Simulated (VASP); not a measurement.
Consider the following.

```xyz
2
Lattice="2.9529 0.0000 0.0000 0.0000 2.9529 0.0000 0.0000 0.0000 2.9529" Properties=species:S:1:pos:R:3 pbc="T T T"
Cr     0.0000     0.0000     0.0000
Cr     1.4765     1.4765     1.4765
```
Starting moments (μB, in the order of the record's atoms Cr Cr): 2.7 -2.7.

Computed with r2SCAN+rVV10, VASP's PBE PAW potentials (set 64) (plane waves; VASP). Run with 520 eV cut-off, 14×14×14 Γ-centred mesh, tetrahedra with Blöchl corrections, potentials Cr_pv.

Problem. Give the spin-up energies of bands 7 to 15 at the high-symmetry points, in eV from the Fermi level.

Solution. 
```csv
band,Γ,X,M,R
7,-8.41,-4.81,-4.68,-3.40
8,-4.16,-4.00,-4.37,-3.40
9,-4.16,-2.69,-2.71,-3.40
10,-1.52,-1.89,-2.71,-1.41
11,-1.52,-1.89,0.25,-1.41
12,-1.52,-1.01,0.31,-1.41
13,1.01,-0.20,0.31,0.30
14,1.62,0.87,0.78,0.30
15,1.62,1.20,1.13,0.97
```

Problem. Give the spin-down energies of bands 7 to 15 at the high-symmetry points, in eV from the Fermi level.

Solution. 
```json
[
 {"band": "7", "Γ": "-8.41", "X": "-4.81", "M": "-4.68", "R": "-3.40"},
 {"band": "8", "Γ": "-4.16", "X": "-4.00", "M": "-4.37", "R": "-3.40"},
 {"band": "9", "Γ": "-4.16", "X": "-2.69", "M": "-2.71", "R": "-3.40"},
 {"band": "10", "Γ": "-1.52", "X": "-1.89", "M": "-2.71", "R": "-1.41"},
 {"band": "11", "Γ": "-1.52", "X": "-1.89", "M": "0.25", "R": "-1.41"},
 {"band": "12", "Γ": "-1.52", "X": "-1.01", "M": "0.31", "R": "-1.41"},
 {"band": "13", "Γ": "1.01", "X": "-0.20", "M": "0.31", "R": "0.30"},
 {"band": "14", "Γ": "1.62", "X": "0.87", "M": "0.78", "R": "0.30"},
 {"band": "15", "Γ": "1.62", "X": "1.20", "M": "1.13", "R": "0.97"}
]
```

It has no gap at this level: it comes out as a metal or semimetal.

The compound is Cr in the bcc, AFM order structure. It was relaxed first, which changed the volume by +8 %.
